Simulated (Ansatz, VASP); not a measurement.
# Cross-check of SnO between VASP and Ansatz, part 2 of 2

Aim: how closely do two programs agree when they are given the same cell, functional and k mesh? The cell is generated by rule, not measured, and may not be a known phase. The cell is taken from a series of runs on this material, whose earlier steps may have relaxed, scaled, displaced or heated it; both programs get it as it stands.

VASP 6.6.1 and Ansatz 0.2.0.

So far: The starting structure; Ansatz: relaxation of cell and atoms, LDA, pair 1; VASP: relaxation of cell and atoms, LDA, pair 1; Side by side.

### 5. VASP: relaxation of cell and atoms, LDA, pair 2

Level of this step: LDA; plane waves and PAW (Sn_d, O); invented cell (VASP).

The relaxed volume is the usual yardstick between codes: in a stiff, nearly cubic crystal its relative difference is about their pressure difference at one cell divided by the bulk modulus. This pair takes another cell of the material, with 8 atoms against 4 for the pair before.

File INCAR:

```
SYSTEM = SnO
PREC = Accurate
ENCUT = 600
EDIFF = 1E-07
NELM = 120
ISMEAR = 1
SIGMA = 0.15
LREAL = .FALSE.
ALGO = Normal
GGA = PW92
NBANDS = 49
LORBIT = 11
LWAVE = .FALSE.
LCHARG = .FALSE.
ISIF = 3
IBRION = 2
NSW = 80
EDIFFG = -0.005
LASPH = .TRUE.
GGA_COMPAT = .FALSE.
NELMIN = 4
KPAR = 2
```

File POSCAR:

```
SnO
1.0
   -2.6325570000      2.6325570000      4.8821350000
    2.6325570000     -2.6325570000      4.8821350000
    2.6325570000      2.6325570000     -4.8821350000
Sn O
4 4
Direct
    0.2993919668      0.2993919668      0.0000000000
    0.7006079308      0.7006079308      0.0000000000
    0.4999999488      0.9999999488      0.5000000000
    0.9999999488      0.4999999488      0.5000000000
    0.9584067258      0.9584067258      0.6080103869
    0.3503963389      0.3503963389      0.3919896131
    0.0415931718      0.6496035587      0.0000000000
    0.6496035587      0.0415931718      0.0000000000
```

File KPOINTS:

```
Automatic mesh
0
Gamma
8 8 8
0 0 0
```

Potentials, in the order of the species: Sn_d and O (LDA family, release 64).

Launch:

```
$ mpirun -np 2 vasp_std
```

Numbers of over 12 decimals in the logs are rounded to 6 here.

Log:

```text
[banner, memory and clock lines left out]
running    2 mpi-ranks, on    1 nodes
[...]
[... a notice as in an earlier step ...]

 LDA part: xc-table for (Slater(with rela. corr.)+PW92), standard interpolation
 POSCAR, INCAR and KPOINTS ok, starting setup
[...]
entering main loop
       N       E                     dE             d eps       ncg     rms          rms(c)
DAV:   1     0.112064360305E+04    0.11206E+04   -0.41388E+04  6255   0.278E+03
DAV:   2     0.175720136159E+03   -0.94492E+03   -0.90762E+03  5854   0.771E+02
DAV:   3    -0.356044597871E+02   -0.21132E+03   -0.20063E+03  6406   0.267E+02
DAV:   4    -0.555146264411E+02   -0.19910E+02   -0.19234E+02  6951   0.829E+01
[...]
DAV:  14    -0.485040160158E+02   -0.73685E-07   -0.50441E-06  7455   0.189E-02    0.592E-03
DAV:  15    -0.485040157554E+02    0.26045E-06   -0.86856E-07  7318   0.784E-03    0.279E-03
DAV:  16    -0.485040157145E+02    0.40847E-07   -0.24319E-07  5054   0.381E-03
   1 F= -.48504016E+02 E0= -.48504342E+02  d E =-.485040E+02
[... from here on, the cycles between the ionic steps are left out ...]
   2 F= -.48504279E+02 E0= -.48504601E+02  d E =-.263149E-03
   3 F= -.48504365E+02 E0= -.48504688E+02  d E =-.348879E-03
   4 F= -.48504455E+02 E0= -.48504777E+02  d E =-.902892E-04
   5 F= -.48504469E+02 E0= -.48504790E+02  d E =-.104041E-03
   6 F= -.48504517E+02 E0= -.48504838E+02  d E =-.487097E-04
   7 F= -.48504534E+02 E0= -.48504855E+02  d E =-.658181E-04
   8 F= -.48504539E+02 E0= -.48504859E+02  d E =-.705740E-04
   9 F= -.48504551E+02 E0= -.48504868E+02  d E =-.115283E-04
 trial-energy change:   -0.000012  1 .order   -0.000011   -0.000012   -0.000009
 step:   4.9056(harm=  4.9056)  dis= 0.00127  next Energy=   -48.504562 (dE=-0.226E-04)
 reached required accuracy - stopping structural energy minimisation
```

Parts of OUTCAR (step 5):

```text
  Total       -0.0070950     -0.0070950      0.0196400      0.0000000      0.0000000      0.0000000
  in kB       -0.0841013     -0.0841013      0.2328027      0.0000000      0.0000000      0.0000000
  external PRESSURE =       0.0215334 kB  Pullay stress =       0.0000000 kB

 POSITION                                       TOTAL-FORCE (eV/Angst)
 -----------------------------------------------------------------------------------
      0.00000      0.00000      2.93202        -0.000000     -0.000000     -0.000630
      0.00000      0.00000      6.83764         0.000000     -0.000000      0.000630
      2.63013      0.00000      4.88483         0.000000     -0.000000     -0.000000
      0.00000      2.63013      4.88483        -0.000000     -0.000000     -0.000000
      1.59975      1.59975      6.39434        -0.001989     -0.001989      0.002760
      1.03038      1.03038      1.50950         0.001989      0.001989      0.002760
      1.59975     -1.59975      3.37533        -0.001989      0.001989     -0.002760
     -1.59975      1.59975      3.37533         0.001989     -0.001989     -0.002760
 -----------------------------------------------------------------------------------
    total drift:                               -0.000001     -0.000001      0.003304

  FREE ENERGIE OF THE ION-ELECTRON SYSTEM (eV)
  ---------------------------------------------------
  free  energy   TOTEN  =       -48.5045507374 eV

  energy  without entropy=      -48.5055014028  energy(sigma->0) =      -48.50486763

[... 1 part as in an earlier step ...]

[... 3 further parts left out ...]
[key lines of the parts left out:]
E-fermi :   6.8632
```

### 6. Ansatz: relaxation of cell and atoms, LDA, pair 2

The same cell, functional (in two slightly different forms), mesh and smearing now go to Ansatz, which takes its cutoff from its data sets.

The cell is taken from a series of runs on this material, whose earlier steps may have relaxed, scaled, displaced or heated it; both programs get it as it stands.

File input.yaml:

```yaml
crystal:
  lattice:
    - [-2.6325571154, 2.6325571154, 4.8821347257]
    - [2.6325571154, -2.6325571154, 4.8821347257]
    - [2.6325571154, 2.6325571154, -4.8821347257]
  atoms:
    - { symbol: Sn, position: [0.2993919855, 0.2993919855, 0.0] }
    - { symbol: Sn, position: [0.7006080145, 0.7006080145, 0.0] }
    - { symbol: Sn, position: [0.5, 0.0, 0.5] }
    - { symbol: Sn, position: [0.0, 0.5, 0.5] }
    - { symbol: O, position: [0.9584068272, 0.9584068272, 0.6080105036] }
    - { symbol: O, position: [0.3503963236, 0.3503963236, 0.3919894964] }
    - { symbol: O, position: [0.0415931728, 0.6496036764, 0.0] }
    - { symbol: O, position: [0.6496036764, 0.0415931728, 0.0] }
kpoints:
  mp_grid: { grid: [8, 8, 8] }
hamiltonian:
  xc: lda
scf:
  occupations: { method: methfessel_paxton, width: 0.15 }
output:
  forces: true
  stress: true
  eigenvalues: true
relax:
  adjacent_minimum: "off"
  f_tol: 0.001
  max_steps: 60
  cell: { stress_tol: 0.01 }
```

Launch:

```
$ ansatz run input.yaml --threads 4 --pin off --max-ram 7168MiB --backend cpu --events-out ev --progress --plain --runs-dir out
```

Log:

```text
[...]
Crystal: 8 atoms, lattice volume = 135.340 Å³
Basis set: ecut = 420 eV, 2649 PW (Γ)
Bands: 48, of which v1, the nominal top of the filled ones, is band 40 counted from 1 (39 counted from 0)
Symmetry: 8 space group operations
[...]
k-points: 59 of 512 (time reversal used)
[...]
- [2.632943, 2.632943, -4.880132]
  atoms:
    - { symbol: Sn, position: [0.299406, 0.299406, 0] }
    - { symbol: Sn, position: [0.700594, 0.700594, 0] }
    - { symbol: Sn, position: [0.500000, 0, 0.500000] }
    - { symbol: Sn, position: [0, 0.500000, 0.500000] }
    - { symbol: O, position: [0.958377, 0.958377, 0.607961] }
    - { symbol: O, position: [0.350416, 0.350416, 0.392039] }
    - { symbol: O, position: [0.041623, 0.649584, 0.0] }
    - { symbol: O, position: [0.649584, 0.041623, 0.0] }
[key lines of the parts left out:]
SCF converged after 6 iterations
Free energy (F): -25736.642627 eV
Fermi energy:    9.685200 eV
P = ⅓ Tr σ = 0.0054 GPa (0.054 kbar)
```

### 7. Differences

The two programs side by side:

| quantity | Ansatz | VASP | difference |
| --- | --- | --- | --- |
| volume (Å³) | 135.32 | 135.16 | +0.12 % |
| edge a after relaxation, in the typed setting (Å) | 6.138 | 6.140 | -0.02 % |

### 8. Ansatz: zone-centre phonons, LDA

Second derivatives magnify differences that forces hide, and they need a tight electronic threshold. This pair takes another cell of the material, with 2 atoms against 8 for the pair before.

The cell is taken from a series of runs on this material, whose earlier steps may have relaxed, scaled, displaced or heated it; both programs get it as it stands.

File input.yaml:

```yaml
crystal:
  lattice:
    - [0.0, 2.6614960121, 2.6614960121]
    - [2.6614960121, 0.0, 2.6614960121]
    - [2.6614960121, 2.6614960121, 0.0]
  atoms:
    - { symbol: Sn, position: [0.0, 0.0, 0.0] }
    - { symbol: O, position: [0.25, 0.25, 0.25] }
kpoints:
  mp_grid: { grid: [12, 12, 12] }
hamiltonian:
  xc: lda
scf:
  occupations: { method: methfessel_paxton, width: 0.15 }
output:
  eigenvalues: true
phonons:
  method: dfpt
```

Log:

```text
zone centre: on kpoints.mp_grid the ground state, and the responses unless they are solved on pairs of k-points, stand on 163 of the mesh's 1728 k-points, reduced under 8 symmetry operations, with k and −k counted as one. Each operation leaves every solved displacement unchanged or reverses it
[...]
Crystal: 2 atoms, lattice volume = 37.706 Å³
[...]
k mesh reduced under 8 symmetry operations, with k and −k counted as one. Each operation leaves every solved displacement unchanged or reverses it
  ASR residual: 8.448e-5 → 0.000e0 eV/Å²; symmetrization residual: 1.982e-6 eV/Å²
  ASR residual per site (eV/Å²): 2.18e-5 8.45e-5
  Γ frequencies (cm⁻¹): 0.00 0.00 0.00 218.05 218.05 218.05
  non-analytic LO–TO correction: not included (Born effective charges unavailable; polar crystals: no LO–TO splitting at Γ)
[key lines of the parts left out:]
SCF converged after 10 iterations
Free energy (F): -6433.843311 eV
Fermi energy:    8.968996 eV
```

### 9. VASP: zone-centre phonons, LDA

The same cell, functional (in two slightly different forms), mesh and smearing now go to VASP, with its own data sets.

File INCAR:

```
SYSTEM = SnO
PREC = Accurate
ENCUT = 600
EDIFF = 1E-08
NELM = 120
ISMEAR = 1
SIGMA = 0.15
LREAL = .FALSE.
ALGO = Normal
GGA = PW92
NBANDS = 16
LORBIT = 11
LWAVE = .FALSE.
LCHARG = .FALSE.
ISIF = 2
IBRION = 8
LASPH = .TRUE.
GGA_COMPAT = .FALSE.
KPAR = 2
```

File POSCAR:

```
SnO
1.0
    0.0000000000      2.6614960121      2.6614960121
    2.6614960121      0.0000000000      2.6614960121
    2.6614960121      2.6614960121      0.0000000000
Sn O
1 1
Direct
    0.0000000000      0.0000000000      0.0000000000
    0.2500000000      0.2500000000      0.2500000000
```

File KPOINTS:

```
Automatic mesh
0
Gamma
12 12 12
0 0 0
```

Launch:

```
$ mpirun -np 2 vasp_std
```

Log:

```text
[banner, memory and clock lines left out]
running    2 mpi-ranks, on    1 nodes
[...]
[... a notice as in an earlier step ...]

 LDA part: xc-table for (Slater(with rela. corr.)+PW92), standard interpolation
 POSCAR, INCAR and KPOINTS ok, starting setup
[...]
entering main loop
       N       E                     dE             d eps       ncg     rms          rms(c)
DAV:   1     0.156867618383E+03    0.15687E+03   -0.11437E+04  2336   0.195E+03
DAV:   2     0.118245648773E+01   -0.15569E+03   -0.14973E+03  2608   0.439E+02
DAV:   3    -0.135064826800E+02   -0.14689E+02   -0.14617E+02  2880   0.114E+02
DAV:   4    -0.138319958439E+02   -0.32551E+00   -0.32547E+00  2808   0.187E+01
[...]
DAV:  13    -0.118105861932E+02    0.14484E-06   -0.14492E-06  3144   0.100E-02    0.120E-03
DAV:  14    -0.118105861920E+02    0.12892E-08   -0.16349E-07  3264   0.281E-03    0.843E-04
DAV:  15    -0.118105861825E+02    0.94296E-08   -0.42627E-08  2144   0.171E-03
   1 F= -.11810586E+02 E0= -.11810414E+02  d E =-.517515E-03
[...]
RMM:  12    -0.216050240092E+00    0.56889E-07   -0.14458E-07 18879   0.231E-05    0.977E-07
RMM:  13    -0.216050229405E+00    0.10687E-07   -0.71447E-08 18241   0.116E-05    0.798E-07
RMM:  14    -0.216050220496E+00    0.89095E-08   -0.49414E-08 11577   0.614E-06    0.164E-07
 first order change of Fermi-energy  -0.61668E-03
 force on displaced ion       1 direction 1 :  -2.575  -0.000  -0.000
 Linear response progress:
  Degree of freedom:   2/  2
       N       E                     dE             d eps       ncg     rms          rms(c)
RMM:   1    -0.365557001805E+00   -0.36556E+00    0.33166E-01 17887   0.359E+00
RMM:   2    -0.356622152534E+00    0.89348E-02   -0.55186E-03 14992   0.783E-01    0.952E-02
RMM:   3    -0.357753400659E+00   -0.11312E-02   -0.71802E-04 16408   0.218E-01    0.466E-02
RMM:   4    -0.358802540051E+00   -0.10491E-02   -0.28665E-04 15814   0.122E-01    0.107E-02
[...]
RMM:  11    -0.358776945869E+00    0.78884E-07    0.37996E-08 18006   0.307E-05    0.517E-06
RMM:  12    -0.358776994893E+00   -0.49024E-07   -0.25201E-08 17825   0.115E-05    0.682E-07
RMM:  13    -0.358776991790E+00    0.31033E-08   -0.36896E-09 15482   0.400E-06    0.276E-07
 first order change of Fermi-energy   0.71824E-03
 force on displaced ion       2 direction 1 :  -2.583  -0.000  -0.000
 Linear response finished
```

Parts of OUTCAR (step 9):

```text
  Total        0.0019453      0.0019453      0.0019453     -0.0000000      0.0000000      0.0000000
  in kB        0.0826609      0.0826609      0.0826609     -0.0000000      0.0000000      0.0000000
  external PRESSURE =       0.0826609 kB  Pullay stress =       0.0000000 kB

 POSITION                                       TOTAL-FORCE (eV/Angst)
 -----------------------------------------------------------------------------------
      0.00000      0.00000      0.00000         0.000000      0.000000      0.000000
      1.33075      1.33075      1.33075        -0.000000     -0.000000     -0.000000
 -----------------------------------------------------------------------------------
    total drift:                                0.000000      0.000000      0.000000

[... 2 further parts left out ...]
```

### 10. Side by side

Both answers:

| quantity | Ansatz | VASP | difference |
| --- | --- | --- | --- |
| optical mode 1 to 3 (cm⁻¹) | 218.1 | 223.1 | -2.28 % |

Modes are paired by rising frequency, not by their patterns, so a pair may set unlike modes beside each other; they are those without the splitting of longitudinal modes.

### 11. Outcome

```json
{"difference in volume (relaxation of cell and atoms, LDA, pair 1)": "0.21 %", "difference in volume (relaxation of cell and atoms, LDA, pair 2)": "0.12 %", "r.m.s. difference of the optical zone-centre modes, each program's sorted by frequency (zone-centre phonons, LDA)": "5.1 cm⁻¹", "difference in optical mode 1 to 3 (zone-centre phonons, LDA)": "-2.3 %"}
```

What this shows: The difference in volume is 0.21 % (relaxation of cell and atoms, LDA, pair 1), within the 1.2 % picked in this series as the mark of a large difference, as far as the stopping tolerances let one tell. Among the rows given in per cent, the largest difference of the zone-centre phonons, LDA pair is in optical mode 1 to 3, -2.3 %. 3 further pairs of this series are not shown here. Such differences can come from data sets, numerical settings and the points named under the comparisons, not from the functional's error against experiment.

[Lines on the potential files, build, host, timing and source positions are cut from VASP's logs without a mark.]

[Logs are printed without paths, hosts, clocks, repeated set-up lines and the standing remarks that a program may print on its own settings, such as how far it seeks lower states.]

[Hosts, paths, dates, database ids (printed as entryN), source tags and the programs' standing remarks are cut or masked in the printed files.]
